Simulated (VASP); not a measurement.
Here is the system:

```
CELL_PARAMETERS angstrom
      0.00000     1.76000     1.76000
      1.76000     0.00000     1.76000
      1.76000     1.76000     0.00000
ATOMIC_POSITIONS crystal
  Ni 0.00000 0.00000 0.00000
```
Starting moments (μB, in the order of the record's atoms Ni): 0.8.

Method: revPBE GGA, VASP's PBE PAW potentials (set 64) (plane waves; VASP). Run with 520 eV cut-off, 16×16×16 Γ-centred mesh, first-order Methfessel-Paxton smearing of 0.10 eV, potentials Ni.

The ions, cell shape and volume are relaxed. Give the cell that the relaxation ends in.

```
CELL_PARAMETERS angstrom
      0.00000     1.77077     1.77077
      1.77077     0.00000     1.77077
      1.77077     1.77077     0.00000
ATOMIC_POSITIONS crystal
  Ni 0.00000 0.00000 0.00000
```
Space group Fm-3m (225), at a tolerance of 0.03 Å. The cell ends with 0.60 μB, on the sites 0.62 μB.

How do energy and volume change from the first to the last step?

The energy (σ→0) changes by -2.2 meV/atom and the volume by +1.8 %, in 3 ionic steps.

The compound is Ni in the fcc structure. This run relaxes it. Symmetry was kept, so distortions that lower it aren't found.
